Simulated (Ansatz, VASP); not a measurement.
**YGaS: VASP beside Ansatz**

```xyz
6
Lattice="4.2232 0.0000 0.0000 0.0000 4.2232 0.0000 0.0000 0.0000 7.6229" Properties=species:S:1:pos:R:3 pbc="T T T"
Y     2.1116    2.1116    1.9057
Y     2.1116    2.1116    5.7172
Ga    0.0000    0.0000    5.7172
Ga    0.0000    0.0000    1.9057
S     0.0000    2.1116    0.0000
S     2.1116    0.0000    3.8115
```

Alike in both runs: functional PBE; k mesh 4 × 4 × 4; occupations gaussian, width 0.1 eV; no spin polarisation.

Ansatz relaxed the structure, and its values are those at the end. VASP's run is a single point on that final structure, the one shown.

```csv
,VASP,Ansatz
version,VASP 6.6.1,Ansatz 0.2.0
potentials or method,"VASP PAW PBE potentials, release 64 (Y_sv, Ga_d, S)","scalar-relativistic, plane waves, PAW"
plane-wave cutoff (eV),520,420
valence electrons in the cell,60,60
```

```csv
,VASP,Ansatz,Ansatz less VASP
gap on the k mesh at the Fermi level (eV),none,none,-
pressure (GPa),0.1,0.1,0.00
```

A gap of «none» marks a metal or a gap that the smearing closes. The functional is the same, so the differences come from potentials, cutoffs and numerics.

Caveats: the k mesh is coarse (spacing up to 0.37 Å⁻¹), so the values aren't converged.
